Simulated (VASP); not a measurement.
# WS2 (Tungstenite): how cutoff and mesh change the relaxed cell

How far does the relaxed cell of WS2 (Tungstenite) depend on cutoff and k mesh? The starting structure is a measured crystal structure from the Crystallography Open Database. The first relaxation on each setting starts from this cell expanded by 3 % in volume.

Program: VASP 6.6.1. Level of theory: Kohn-Sham DFT with plane waves and PAW; PBEsol. Results are calculated unless marked as measured.

**1. The structure**

Symmetry: P6_3/mmc, No. 194, hexagonal system. Conventional cell: a = 3.153 Å, b = 3.153 Å, c = 12.323 Å, α = 90.00°, β = 90.00°, γ = 120.00°. Nearest to W lie 6 S at 2.40 Å. S has 3 W at 2.40 Å nearest. Farther neighbours and most contacts between anions are not listed.

Coordinates:

```cif
data_structure
_symmetry_space_group_name_H-M 'P 1'
_symmetry_Int_Tables_number 1
_cell_length_a 3.1532
_cell_length_b 3.1532
_cell_length_c 12.3230
_cell_angle_alpha 90.000
_cell_angle_beta 90.000
_cell_angle_gamma 120.000
_cell_volume 106.11
loop_
_atom_site_label
_atom_site_type_symbol
_atom_site_fract_x
_atom_site_fract_y
_atom_site_fract_z
_atom_site_occupancy
W1 W 0.66667 0.33333 0.75000 1
W2 W 0.33333 0.66667 0.25000 1
S3 S 0.66667 0.33333 0.37750 1
S4 S 0.33333 0.66667 0.87750 1
S5 S 0.66667 0.33333 0.12250 1
S6 S 0.33333 0.66667 0.62250 1
```

**2. Reference relaxation**

Contents of INCAR:

```
SYSTEM = WS2
PREC = Accurate
ENCUT = 450
EDIFF = 1E-06
NELM = 100
ISMEAR = 0
SIGMA = 0.03
LREAL = .FALSE.
ALGO = Normal
GGA = PS
NBANDS = 24
LASPH = .TRUE.
LORBIT = 11
LWAVE = .FALSE.
LCHARG = .FALSE.
KPAR = 8
IBRION = 2
NSW = 50
ISIF = 3
EDIFFG = -0.006
```

Contents of POSCAR:

```
WS2
1.0
    3.1844218325      0.0000000000      0.0000000000
   -1.5922109162      2.7577902033      0.0000000000
    0.0000000000      0.0000000000     12.4450178364
W S
2 4
Direct
    0.6666666667      0.3333333333      0.7500000000
    0.3333333333      0.6666666667      0.2500000000
    0.6666666667      0.3333333333      0.3775000000
    0.3333333333      0.6666666667      0.8775000000
    0.6666666667      0.3333333333      0.1225000000
    0.3333333333      0.6666666667      0.6225000000
```

Contents of KPOINTS:

```
Automatic mesh
0
Gamma
9 9 2
0 0 0
```

The projector-augmented-wave data sets are W and S (PBE family, release 64).

Command:

```console
> mpirun -np 8 vasp_std
```

Log:

```text
[banner, memory and clock lines left out]
running    8 mpi-ranks, on    1 nodes
 distrk:  each k-point on    1 cores,    8 groups
 distr:  one band on    1 cores,    1 groups

 POSCAR found type information on POSCAR W S
 POSCAR found :  2 types and       6 ions
|                                                                             |
|           W    W    AA    RRRRR   N    N  II  N    N   GGGG   !!!           |
|           W    W   A  A   R    R  NN   N  II  NN   N  G    G  !!!           |
|           W    W  A    A  R    R  N N  N  II  N N  N  G       !!!           |
|           W WW W  AAAAAA  RRRRR   N  N N  II  N  N N  G  GGG   !            |
|           WW  WW  A    A  R   R   N   NN  II  N   NN  G    G                |
|           W    W  A    A  R    R  N    N  II  N    N   GGGG   !!!           |
|                                                                             |
|     For optimal performance we recommend to set                             |
|       NCORE = 2 up to number-of-cores-per-socket                            |
|     NCORE specifies how many cores store one orbital (NPAR=cpu/NCORE).      |
|     This setting can greatly improve the performance of VASP for DFT.       |
|     The default, NCORE=1 might be grossly inefficient on modern             |
|     multi-core architectures or massively parallel machines. Do your        |
|     Unfortunately you need to use the default for GW and RPA                |
|     calculations (for HF NCORE is supported but not extensively tested      |
|     yet).                                                                   |
|                                                                             |

|                                                                             |
|               ----> ADVICE to this user running VASP <----                  |
|                                                                             |
|     You enforced a specific xc type in the INCAR file but a different       |
|     [... a line on the potential file left out ...]
|     I HOPE YOU KNOW WHAT YOU ARE DOING!                                     |
|                                                                             |

 LDA part: xc-table for (Slater+PW92), standard interpolation
 POSCAR, INCAR and KPOINTS ok, starting setup
 FFT: planning ... GRIDC
 FFT: planning ... GRID_SOFT
 FFT: planning ... GRID
 WAVECAR not read
 entering main loop
       N       E                     dE             d eps       ncg     rms          rms(c)
DAV:   1     0.167344918207E+03    0.16734E+03   -0.14843E+04  1152   0.118E+03
DAV:   2    -0.397486072413E+02   -0.20709E+03   -0.20019E+03  1584   0.262E+02
DAV:   3    -0.531067963924E+02   -0.13358E+02   -0.13272E+02  1536   0.667E+01
DAV:   4    -0.533909779584E+02   -0.28418E+00   -0.28350E+00  1592   0.105E+01
DAV:   5    -0.533973756675E+02   -0.63977E-02   -0.63953E-02  1536   0.144E+00    0.387E+01
DAV:   6    -0.510444103344E+02    0.23530E+01   -0.11141E+01  1704   0.162E+01    0.173E+01
DAV:   7    -0.507495393532E+02    0.29487E+00   -0.38444E+00  1552   0.110E+01    0.900E+00
DAV:   8    -0.505893956247E+02    0.16014E+00   -0.53185E-01  1624   0.457E+00    0.131E+00
DAV:   9    -0.505844565238E+02    0.49391E-02   -0.74004E-02  1568   0.147E+00    0.553E-01
DAV:  10    -0.505829238721E+02    0.15327E-02   -0.12971E-02  1608   0.654E-01    0.376E-01
DAV:  11    -0.505828684938E+02    0.55378E-04   -0.18923E-03  1608   0.247E-01    0.140E-01
DAV:  12    -0.505828320012E+02    0.36493E-04   -0.45983E-04  1616   0.137E-01    0.561E-02
DAV:  13    -0.505828352564E+02   -0.32552E-05   -0.30149E-05  1576   0.318E-02    0.743E-03
DAV:  14    -0.505828350522E+02    0.20423E-06   -0.55296E-06  1576   0.120E-02
   1 F= -.50582835E+02 E0= -.50582835E+02  d E =-.505828E+02
[... from here on, the cycles between the ionic steps are left out ...]
   2 F= -.50201886E+02 E0= -.50201886E+02  d E =0.380949E+00
   3 F= -.50660080E+02 E0= -.50660080E+02  d E =-.772446E-01
   4 F= -.50660147E+02 E0= -.50660147E+02  d E =-.773124E-01
   5 F= -.50663444E+02 E0= -.50663444E+02  d E =-.329670E-02
   6 F= -.50663447E+02 E0= -.50663447E+02  d E =-.329981E-02
   7 F= -.50664044E+02 E0= -.50664044E+02  d E =-.596854E-03
   8 F= -.50665567E+02 E0= -.50665567E+02  d E =-.212023E-02
   9 F= -.50667543E+02 E0= -.50667543E+02  d E =-.409552E-02
  10 F= -.50668000E+02 E0= -.50668000E+02  d E =-.455262E-02
  11 F= -.50668284E+02 E0= -.50668284E+02  d E =-.483633E-02
  12 F= -.50668155E+02 E0= -.50668155E+02  d E =-.470783E-02
  13 F= -.50665673E+02 E0= -.50665673E+02  d E =0.248215E-02
  14 F= -.50668212E+02 E0= -.50668212E+02  d E =-.564464E-04
  15 F= -.50668213E+02 E0= -.50668213E+02  d E =-.579787E-04
  16 F= -.50668243E+02 E0= -.50668243E+02  d E =-.295325E-04
  17 F= -.50668242E+02 E0= -.50668242E+02  d E =-.293942E-04
  18 F= -.50668246E+02 E0= -.50668246E+02  d E =-.315140E-05
  19 F= -.50668255E+02 E0= -.50668255E+02  d E =-.127111E-04
  20 F= -.50668271E+02 E0= -.50668271E+02  d E =-.287349E-04
  21 F= -.50668300E+02 E0= -.50668300E+02  d E =-.576073E-04
  22 F= -.50668337E+02 E0= -.50668337E+02  d E =-.946351E-04
  23 F= -.50668329E+02 E0= -.50668329E+02  d E =-.864474E-04
  24 F= -.50668334E+02 E0= -.50668334E+02  d E =-.913007E-04
  25 F= -.50668345E+02 E0= -.50668345E+02  d E =-.102566E-03
  26 F= -.50668343E+02 E0= -.50668343E+02  d E =-.100485E-03
  27 F= -.50668362E+02 E0= -.50668362E+02  d E =-.188437E-04
 trial-energy change:   -0.000019  1 .order   -0.000019   -0.000025   -0.000013
 step:   0.2976(harm=  0.2976)  dis= 0.00021  next Energy=   -50.668369 (dE=-0.257E-04)
 bond charge predicted
       N       E                     dE             d eps       ncg     rms          rms(c)
DAV:   1    -0.506683847458E+02   -0.22971E-04   -0.65486E-04  1184   0.130E-01    0.408E-02
DAV:   2    -0.506683717946E+02    0.12951E-04   -0.28491E-05  1176   0.323E-02    0.216E-02
DAV:   3    -0.506683683283E+02    0.34663E-05   -0.89981E-06  1320   0.133E-02    0.839E-03
DAV:   4    -0.506683684866E+02   -0.15829E-06   -0.12218E-06   632   0.553E-03
  28 F= -.50668368E+02 E0= -.50668368E+02  d E =-.255268E-04
 curvature:  -0.36 expect dE=-0.350E-07 dE for cont linesearch -0.112E-07
 trial: gam= 0.00000 g(F)=  0.280E-07 g(S)=  0.702E-07 ort =-0.360E-05 (trialstep = 0.175E+00)
 search vector abs. value=  0.983E-07
 reached required accuracy - stopping structural energy minimisation
```

The job ended after 4.3 min (8 MPI ranks of AMD EPYC 7R43, shared host; peak memory 2 GiB; 32 min of CPU time).

Lines that name or quote the potential files are left out of all logs, and their timing lines are given in words.

Parts of OUTCAR (step 2):

```text
ion  position               nearest neighbor table
   1  0.667  0.333  0.750-   4 2.43   6 2.43   4 2.43   6 2.43   4 2.43   6 2.43
   2  0.333  0.667  0.250-   3 2.43   5 2.43   3 2.43   5 2.43   3 2.43   5 2.43
   3  0.667  0.333  0.377-   2 2.43   2 2.43   2 2.43
   4  0.333  0.667  0.877-   1 2.43   1 2.43   1 2.43
   5  0.667  0.333  0.123-   2 2.43   2 2.43   2 2.43
   6  0.333  0.667  0.623-   1 2.43   1 2.43   1 2.43

  LATTYP: Found a hexagonal cell.
 ALAT       =     3.1844218325
 C/A-ratio  =     3.9080933655

 Subroutine GETGRP returns: Found 24 space group operations
 (whereof 12 operations were pure point group operations)

The static configuration has the point symmetry D_3d.
 The point group associated with its full space group is D_6h.

 Found     24 irreducible k-points:

   k-points           NKPTS =     24   k-points in BZ     NKDIM =     24   number of bands    NBANDS=     24

   dimension x,y,z NGX =    24 NGY =   24 NGZ =   90
   dimension x,y,z NGXF=    48 NGYF=   48 NGZF=  180

   ENCUT  =  450.0 eV  33.07 Ry    5.75 a.u.   5.51  5.51 21.53*2*pi/ulx,y,z

   NELECT =      36.0000    total number of electrons

 k-points in reciprocal lattice and weights: Automatic mesh
   0.00000000  0.00000000  0.00000000       0.006
   0.11111111 -0.00000000  0.00000000       0.037
   0.22222222  0.00000000  0.00000000       0.037
   0.33333333  0.00000000  0.00000000       0.037
   0.44444444  0.00000000  0.00000000       0.037
   0.11111111  0.11111111  0.00000000       0.037
   0.22222222  0.11111111  0.00000000       0.074
   0.33333333  0.11111111  0.00000000       0.074
   0.44444444  0.11111111  0.00000000       0.037
[...]
0.33333333  0.22222222  0.50000000       0.074
   0.33333333  0.33333333  0.50000000       0.012

 average (electrostatic) potential at core
       1 -39.8274       2 -39.8274       3 -85.9950       4 -85.9950       5 -85.9950
       6 -85.9950

 E-fermi :   6.0868

 k-point     1 :       0.0000    0.0000    0.0000
  band No.  band energies     occupation
    ...
     14       3.9013      2.00000
     15       3.9013      2.00000
     16       4.3413      2.00000
     17       4.8114      2.00000
     18       5.9479      2.00000
     19       8.4373      0.00000
     20       8.4373      0.00000
     21       8.4460      0.00000
     22       8.4460      0.00000
     23       8.5416      0.00000
    ...

 k-point     2 :       0.1111   -0.0000    0.0000
  band No.  band energies     occupation
    ...
     14       3.5829      2.00000
     15       3.8867      2.00000
     16       4.6368      2.00000
     17       4.8262      2.00000
     18       5.6132      2.00000
     19       8.0557      0.00000
     20       8.2681      0.00000
     21       8.3422      0.00000
     22       8.3673      0.00000
     23       8.3808      0.00000
    ...

 k-point     3 :       0.2222    0.0000    0.0000
  band No.  band energies     occupation
    ...
     14       3.3571      2.00000
     15       3.5753      2.00000
     16       4.2895      2.00000
     17       4.5851      2.00000
     18       4.7429      2.00000
     19       7.4115      0.00000
     20       8.0332      0.00000
     21       8.2018      0.00000
     22       8.2782      0.00000
     23       8.3931      0.00000
    ...

  Total       -0.0000526     -0.0000526      0.0029534     -0.0000000     -0.0000000     -0.0000000
  in kB       -0.0007779     -0.0007779      0.0436986     -0.0000000     -0.0000000     -0.0000000
  external PRESSURE =       0.0140476 kB  Pullay stress =       0.0000000 kB

  energy-cutoff  :      450.00
  volume of cell :      108.28
      direct lattice vectors                 reciprocal lattice vectors
     3.142231197 -0.000000000 -0.000000000     0.318245201  0.183738953 -0.000000000
    -1.571115599  2.721252041  0.000000000     0.000000000  0.367477905  0.000000000
     0.000000000 -0.000000000 12.663539788     0.000000000 -0.000000000  0.078966862

 POSITION                                       TOTAL-FORCE (eV/Angst)
 -----------------------------------------------------------------------------------
      1.57112      0.90708      9.49765        -0.000000      0.000000      0.000000
     -0.00000      1.81417      3.16588         0.000000     -0.000000      0.000000
      1.57112      0.90708      4.73388        -0.000000      0.000000      0.000381
     -0.00000      1.81417     11.06565         0.000000      0.000000      0.000381
      1.57112      0.90708      1.59789        -0.000000     -0.000000     -0.000381
     -0.00000      1.81417      7.92966         0.000000     -0.000000     -0.000381
 -----------------------------------------------------------------------------------
    total drift:                               -0.000000      0.000000     -0.000000

  FREE ENERGIE OF THE ION-ELECTRON SYSTEM (eV)
  ---------------------------------------------------
  free  energy   TOTEN  =       -50.6683684866 eV

  energy  without entropy=      -50.6683684866  energy(sigma->0) =      -50.66836849

 reached required accuracy - stopping structural energy minimisation

 total charge
# of ion       s       p       d       tot
------------------------------------------
    1        0.570   0.731   4.325   5.626
    2        0.570   0.731   4.325   5.626
    3        1.354   2.346   0.000   3.700
    4        1.354   2.346   0.000   3.700
    5        1.354   2.346   0.000   3.700
    6        1.354   2.346   0.000   3.700
--------------------------------------------------
tot          6.555  10.846   8.649  26.051

[... 3 further parts left out ...]
```

CONTCAR:

```
WS2
   1.00000000000000
     3.1422311973466477   -0.0000000000007634   -0.0000000000000000
    -1.5711155986246474    2.7212520414562062    0.0000000000000000
     0.0000000000000000   -0.0000000000000000   12.6635397880630372
  W               S
     2     4
Direct
     0.6666666667000030    0.3333333332999970    0.7500000000000000
     0.3333333332999970    0.6666666667000030    0.2500000000000000
     0.6666666667000030    0.3333333332999970    0.3738194542202726
     0.3333333332999970    0.6666666667000030    0.8738194542202726
     0.6666666667000030    0.3333333332999970    0.1261805457797275
     0.3333333332999970    0.6666666667000030    0.6261805457797274
```

Logs of long relaxations may skip ionic steps without a mark.

The PAW data sets were made with PBE, which is usual practice but a small mismatch for other functionals. The data set W keeps the semicore shell frozen, which is cheaper and a little less accurate. The run keeps the 24 symmetry operations of its start, so it cannot find a distortion of lower symmetry.

The reference relaxation ends at 18.047 Å³ an atom.

**3. Relaxation with a cutoff of 260 eV**

Against step 2 the input has ENCUT = 260. This run starts from the cell of an earlier relaxation, which isn't shown; the restart sets up the plane waves anew.

Changes to INCAR since step 2:

```diff
@@ -2,3 +2,3 @@
 PREC = Accurate
-ENCUT = 450
+ENCUT = 260
 EDIFF = 1E-06
```

Contents of POSCAR:

```
WS2
1.0
    3.1336319560      0.0000000000      0.0000000000
   -1.5668159779      2.7138048800      0.0000000000
    0.0000000000      0.0000000000     12.2534362883
W S
2 4
Direct
    0.6666666667      0.3333333333      0.7500000000
    0.3333333333      0.6666666667      0.2500000000
    0.6666666667      0.3333333333      0.3780755614
    0.3333333333      0.6666666667      0.8780755614
    0.6666666667      0.3333333333      0.1219244386
    0.3333333333      0.6666666667      0.6219244386
```

KPOINTS is that of step 2.

Command:

```console
> mpirun -np 8 vasp_std
```

Log:

```text
[banner, memory and clock lines left out]
running    8 mpi-ranks, on    1 nodes
[...]
[... a notice as in an earlier step ...]

 [... a notice as in an earlier step ...]

 LDA part: xc-table for (Slater+PW92), standard interpolation
 POSCAR, INCAR and KPOINTS ok, starting setup
[...]
entering main loop
       N       E                     dE             d eps       ncg     rms          rms(c)
DAV:   1     0.106094175381E+03    0.10609E+03   -0.10990E+04  1160   0.760E+02
DAV:   2    -0.454093652836E+02   -0.15150E+03   -0.14653E+03  1592   0.193E+02
DAV:   3    -0.530368783245E+02   -0.76275E+01   -0.75832E+01  1544   0.464E+01
DAV:   4    -0.531779861826E+02   -0.14111E+00   -0.14088E+00  1528   0.672E+00
[...]
DAV:  12    -0.505662067766E+02    0.58776E-04   -0.34174E-04  1600   0.109E-01    0.581E-02
DAV:  13    -0.505662059786E+02    0.79795E-06   -0.60346E-05  1664   0.377E-02    0.100E-02
DAV:  14    -0.505662058394E+02    0.13926E-06   -0.90713E-07  1048   0.605E-03
   1 F= -.50566206E+02 E0= -.50566206E+02  d E =-.505662E+02
[... from here on, the cycles between the ionic steps are left out ...]
   2 F= -.50566133E+02 E0= -.50566133E+02  d E =0.728876E-04
   3 F= -.50566285E+02 E0= -.50566285E+02  d E =-.794636E-04
   4 F= -.50566283E+02 E0= -.50566283E+02  d E =-.773391E-04
   5 F= -.50566283E+02 E0= -.50566283E+02  d E =-.774833E-04
   6 F= -.50566283E+02 E0= -.50566283E+02  d E =-.775431E-04
   7 F= -.50566359E+02 E0= -.50566359E+02  d E =-.755434E-04
   8 F= -.50566374E+02 E0= -.50566374E+02  d E =-.903611E-04
   9 F= -.50566433E+02 E0= -.50566433E+02  d E =-.595861E-04
  10 F= -.50566540E+02 E0= -.50566540E+02  d E =-.166675E-03
  11 F= -.50566424E+02 E0= -.50566424E+02  d E =-.507450E-04
  12 F= -.50566552E+02 E0= -.50566552E+02  d E =-.178629E-03
  13 F= -.50566555E+02 E0= -.50566555E+02  d E =-.180965E-03
[...]
reached required accuracy - stopping structural energy minimisation
```

The job ended after 45 s (8 MPI ranks; peak memory 1.2 GiB; 5.8 min of CPU time).

OUTCAR, selected parts (step 3):

```text
  Total        0.0325750      0.0325750      0.0127364      0.0000000     -0.0000000      0.0000000
  in kB        0.5033007      0.5033007      0.1967835      0.0000000     -0.0000000      0.0000000
  external PRESSURE =       0.4011283 kB  Pullay stress =       0.0000000 kB

 POSITION                                       TOTAL-FORCE (eV/Angst)
 -----------------------------------------------------------------------------------
      1.56576      0.90399      9.15767        -0.000000     -0.000000      0.000000
     -0.00000      1.80799      3.05256        -0.000000     -0.000000      0.000000
      1.56576      0.90399      4.62261         0.000000      0.000000      0.001063
     -0.00000      1.80799     10.72772        -0.000000     -0.000000      0.001063
      1.56576      0.90399      1.48250         0.000000      0.000000     -0.001063
     -0.00000      1.80799      7.58762        -0.000000      0.000000     -0.001063
 -----------------------------------------------------------------------------------
    total drift:                               -0.000000      0.000000     -0.000000

  FREE ENERGIE OF THE ION-ELECTRON SYSTEM (eV)
  ---------------------------------------------------
  free  energy   TOTEN  =       -50.5665547085 eV

  energy  without entropy=      -50.5665547085  energy(sigma->0) =      -50.56655471

[... 2 parts as in an earlier step ...]

[... 2 further parts left out ...]
[key lines of the parts left out:]
E-fermi :   6.7168
```

With a cutoff of 260 eV the cell ends at 17.283 Å³ an atom, -4.24 % from the reference, a by -0.3 % and c by -3.6 %.

(Part 1 of 2 ends here.)

[Lines on the potential files, build, host, timing and source positions are cut from VASP's logs without a mark.]

[Logs are printed without paths, hosts, clocks, repeated set-up lines and the standing remarks that a program may print on its own settings, such as how far it seeks lower states.]

[Hosts, paths, dates, database ids (printed as entryN), source tags and the programs' standing remarks are cut or masked in the printed files.]
